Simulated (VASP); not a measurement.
Input of a VASP 6.6.1 run:

INCAR

```
SYSTEM = Ga2PN
PREC = Normal
ENCUT = 520
EDIFF = 1E-4
ISMEAR = 0
SIGMA = 0.15
LREAL = .False.
LASPH = .True.
NELM = 60
ALGO = Fast
ISIF = 3
LWAVE = .False.
LCHARG = .False.
GGA = PE
IBRION = 2
NSW = 24
EDIFFG = -0.08
KPAR = 2
```

File KPOINTS:

```
regular mesh
0
Gamma
  4 4 3
  0 0 0
```

The input POSCAR:

```
Ga2PN
1.0
    3.5700000000      0.0000000000      0.0000000000
    0.0000000000      3.5700000000      0.0000000000
    0.0000000000      0.0000000000      5.0500000000
Ga P N
2 1 1
Direct
    0.5000000000      0.0000000000      0.6900000000
    0.0000000000      0.5000000000      0.3100000000
    0.0000000000      0.0000000000      0.0000000000
    0.5000000000      0.5000000000      0.5000000000
```

Potentials or basis: VASP PAW PBE potentials, release 64 (Ga_d, P, N).

Run with:

```console
$ cat potpaw_PBE.64/Ga_d/POTCAR potpaw_PBE.64/P/POTCAR potpaw_PBE.64/N/POTCAR > POTCAR
$ mpirun -np 2 vasp_std > vasp.out
```

Question: Predict the band gap on the k mesh.

Answer: None (metal or under the smearing width).

Final structure:
```xyz
4
Lattice="3.5887 0.0000 0.0000 0.0000 3.5887 0.0000 0.0000 0.0000 4.9978" Properties=species:S:1:pos:R:3 pbc="T T T"
Ga    1.7943    0.0000    3.5315
Ga    0.0000    1.7943    1.4664
P     0.0000    3.5887    0.0000
N     1.7943    1.7943    2.4989
```

Caveat: the k mesh is coarse (spacing up to 0.44 Å⁻¹), so the values aren't converged.
